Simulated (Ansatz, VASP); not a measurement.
# Cross-check of MgP4O11 between VASP and Ansatz, part 2 of 2

One calculation is typed for both programs; each brings its own data sets. How far apart do they land? The structure shown is frame 67 of Ansatz's trajectory.

VASP 6.6.1 and Ansatz 0.2.0.

So far: The structure; Ansatz: dynamics, RPBE.

## (3) VASP: single point, RPBE

Level of this step: RPBE; plane waves and PAW (P, Mg, O) (VASP).

The same cell, functional and mesh now go to VASP, with its own data sets.

Lines of VASP's logs that name or quote its potential files are left out, and so is its time.

The input, INCAR:

```
SYSTEM = MgP4O11
PREC = Accurate
ENCUT = 520
EDIFF = 1E-06
NELM = 120
ISMEAR = 0
SIGMA = 0.01
LREAL = Auto
ALGO = Normal
GGA = RP
NBANDS = 280
LORBIT = 11
LWAVE = .FALSE.
LCHARG = .FALSE.
ISIF = 2
LASPH = .TRUE.
GGA_COMPAT = .FALSE.
EFERMI = MIDGAP
NCORE = 2
```

The input, POSCAR:

```
MgP4O11
1.0
   10.1370000000      0.0000000000      0.0000000000
    0.0000000000     10.1370000000      0.0000000000
    0.0000000000      0.0000000000     10.1370000000
P Mg O
20 5 55
Direct
    0.1504883102      0.9704843642      0.7182992996
    0.4135247115      0.0835256979      0.9812666469
    0.4116306600      0.8789878662      0.6262602348
    0.9849955608      0.8545033047      0.4859623163
    0.2851731281      0.2174903818      0.3821742133
    0.3054947223      0.6235671303      0.6715497682
    0.7236657788      0.5815231331      0.6801124593
    0.1541087107      0.1372398145      0.1298905001
    0.9435829141      0.3352964388      0.0441156161
    0.5052382362      0.2906185262      0.7914964980
    0.4763243563      0.4549669527      0.0765117885
    0.3652855875      0.5145703857      0.3988655421
    0.7448061557      0.0417973759      0.3921278485
    0.4482785834      0.9604024859      0.3429614284
    0.7603038374      0.1613297820      0.6691427444
    0.6460195324      0.4908848772      0.4066489099
    0.7256782085      0.7473019631      0.0725362533
    0.0011048634      0.5258952353      0.7970602742
    0.0735720627      0.7897010950      0.9400710269
    0.9203215942      0.4893656900      0.3140968728
    0.6685015291      0.2269507744      0.1297918516
    0.1361941403      0.7356318437      0.2447864260
    0.4377626517      0.7780704350      0.0388280556
    0.0669922068      0.2714017954      0.6280556378
    0.6858242083      0.8916937950      0.7960737891
    0.3723488212      0.9351386012      0.9518397948
    0.0362631942      0.9365788695      0.6221959160
    0.2890105554      0.9599881622      0.6564269508
    0.5106244451      0.5573838414      0.3642991023
    0.4388181908      0.1474203413      0.8513465522
    0.6269014501      0.8349314393      0.9905494722
    0.0947420341      0.8716582815      0.3899082569
    0.8287264477      0.2511393904      0.0254019927
    0.3968728421      0.8804971885      0.2305909046
    0.9325441452      0.7248791556      0.5164447075
    0.6173818684      0.3569004636      0.4365394101
    0.7657295058      0.1387688665      0.2848574529
    0.9792147578      0.4361744106      0.9314886061
    0.8690243662      0.5221959160      0.7144322778
    0.1229259150      0.1122916050      0.7475584492
    0.3947124396      0.1022590510      0.3665680182
    0.5187432179      0.1073098550      0.0862779915
    0.3458419651      0.3936174411      0.1026339154
    0.6130610634      0.9510308770      0.3641116701
    0.9845911019      0.4174015981      0.4259741541
    0.0900167702      0.4404162967      0.7190292986
    0.5412252146      0.3428529151      0.9483575022
    0.5816217816      0.3996251356      0.1772713821
    0.3585182993      0.3513366874      0.3813357009
    0.7572753280      0.6269606392      0.9956496005
    0.3080793134      0.5679195028      0.8061359377
    0.7920292000      0.0524514156      0.7664595048
    0.2808029989      0.1380191378      0.0439775081
    0.6369438690      0.2379698136      0.7233599684
    0.6091151228      0.5113544441      0.7413731873
    0.9694485548      0.6259938838      0.2892177173
    0.0298905001      0.6638847785      0.8523429022
    0.5387392720      0.9425766992      0.6661240998
    0.4084245832      0.8730886850      0.4719640919
    0.4010160797      0.3337279274      0.6940021703
    0.7541481701      0.7775475979      0.2138206570
    0.8541876295      0.9439479136      0.4282529348
    0.9537930354      0.8535562790      0.9849067772
    0.7137713327      0.1032849956      0.5342507645
    0.1723685509      0.7402091349      0.0475288547
    0.1888329881      0.2088487718      0.2601558647
    0.1998027030      0.2127947124      0.4956693302
    0.8689750419      0.2535957384      0.6515734438
    0.7631547795      0.5101509322      0.3140376837
    0.9376738680      0.3935779817      0.1819867811
    0.1577685706      0.8720627405      0.8321692809
    0.3443622373      0.5399921081      0.5418467002
    0.4972279767      0.6063233698      0.0687777449
    0.2768669232      0.5920292000      0.3122225511
    0.7330768472      0.7316168492      0.6929762257
    0.4229259150      0.7440564270      0.7023872941
    0.0926901450      0.0123113347      0.1675347736
    0.7001874322      0.5675051790      0.5270296932
    0.1987767584      0.7125382263      0.6143237644
    0.0652461280      0.2372792739      0.0506066884
```

The input, KPOINTS:

```
Automatic mesh
0
Gamma
1 1 1
0 0 0
```

PAW data sets: P, Mg and O (PBE family, release 64).

Started as:

```bash
> mpirun -np 8 vasp_gam
```

Numbers of over 12 decimals in the logs are rounded to 6 here.

The log of the run:

```text
[banner, memory and clock lines left out]
running    8 mpi-ranks, on    1 nodes
[...]
|                                                                             |
|               ----> ADVICE to this user running VASP <----                  |
|                                                                             |
|     You enforced a specific xc type in the INCAR file but a different       |
|     [... a line on the potential file left out ...]
|     I HOPE YOU KNOW WHAT YOU ARE DOING!                                     |
|                                                                             |

 LDA part: xc-table for (Slater+PW92), standard interpolation
 POSCAR, INCAR and KPOINTS ok, starting setup
[...]
entering main loop
       N       E                     dE             d eps       ncg     rms          rms(c)
DAV:   1     0.422405543252E+04    0.42241E+04   -0.26745E+05   568   0.156E+03
DAV:   2    -0.254303450688E+03   -0.44784E+04   -0.43422E+04   688   0.383E+02
DAV:   3    -0.598250937791E+03   -0.34395E+03   -0.34109E+03   656   0.113E+02
DAV:   4    -0.605457855523E+03   -0.72069E+01   -0.71676E+01   704   0.174E+01
[...]
DAV:  17    -0.520920738142E+03    0.61996E-05   -0.17420E-05   696   0.186E-02    0.888E-03
DAV:  18    -0.520920739579E+03   -0.14367E-05   -0.12934E-05   640   0.942E-03    0.768E-03
DAV:  19    -0.520920739668E+03   -0.89000E-07   -0.92984E-07   448   0.315E-03
   1 F= -.52092074E+03 E0= -.52092074E+03  d E =0.000000E+00
```

Parts of OUTCAR (step 3):

```text
  FREE ENERGIE OF THE ION-ELECTRON SYSTEM (eV)
  ---------------------------------------------------
  free  energy   TOTEN  =      -520.9207396677 eV

  energy  without entropy=     -520.9207396677  energy(sigma->0) =     -520.92073967

[... 1 further part left out ...]
```

The run ends at a pressure of 3.06 GPa, with forces up to 5.6 eV/Å.

## (4) Side by side

Known differences besides the potentials themselves: fixed occupations in Ansatz, narrow Gaussian smearing in VASP; the data sets hold 480 valence electrons in Ansatz (on its default PAW (the set named soft_2) files) and 440 in VASP; the cutoff is 420 eV in Ansatz and 520 eV in VASP (PREC = Accurate, projectors in real space); Ansatz makes its cores anew for this functional, VASP keeps those of its PBE data sets. Total energies have different zeros and are not compared.

Forces on 9 of the 80 atoms, those with the largest forces and the largest differences (eV/Å; atoms numbered as in POSCAR):

| atom | Ansatz x, y, z | VASP x, y, z |
| --- | --- | --- |
| P1 | -2.844, 2.252, -0.579 | -2.761, 2.237, -0.586 |
| P2 | -0.213, -4.843, 3.122 | -0.278, -4.731, 3.028 |
| P3 | 4.155, -1.139, 1.595 | 4.079, -0.995, 1.534 |
| P6 | -1.976, 3.135, 1.760 | -1.908, 3.026, 1.698 |
| P7 | -2.217, 2.559, 1.673 | -2.140, 2.571, 1.551 |
| P14 | 2.325, -3.267, 0.776 | 2.294, -3.247, 0.823 |
| O30 | 0.660, 1.264, -3.039 | 0.684, 1.284, -2.823 |
| O36 | -0.561, -3.928, 1.112 | -0.515, -3.682, 1.055 |
| O68 | 2.340, 1.589, -0.866 | 2.189, 1.418, -0.846 |

The forces differ by 67 meV/Å r.m.s., which is 5.6 % of the r.m.s. force of 1.211 eV/Å (both taken over all components).

## (5) Outcome

```
r.m.s. force difference (single point, RPBE) : 5.6 % of the r.m.s. force
```

In words: The r.m.s. force difference is 5.6 % of the r.m.s. force (single point, RPBE), beyond the 3 % picked in this series as the mark of a large difference. The data sets hold unlike numbers of valence electrons (480 in Ansatz and 440 in VASP), so part of the differences comes from the potentials. What causes the difference of the single point, RPBE pair stays open here. 2 further runs of this series are not shown here. How closely two codes agree says nothing of how well the functional describes the real material.

[Lines on the potential files, build, host, timing and source positions are cut from VASP's logs without a mark.]

[Logs are printed without paths, hosts, clocks, repeated set-up lines and the standing remarks that a program may print on its own settings, such as how far it seeks lower states.]

[Hosts, paths, dates, database ids (printed as entryN), source tags and the programs' standing remarks are cut or masked in the printed files.]
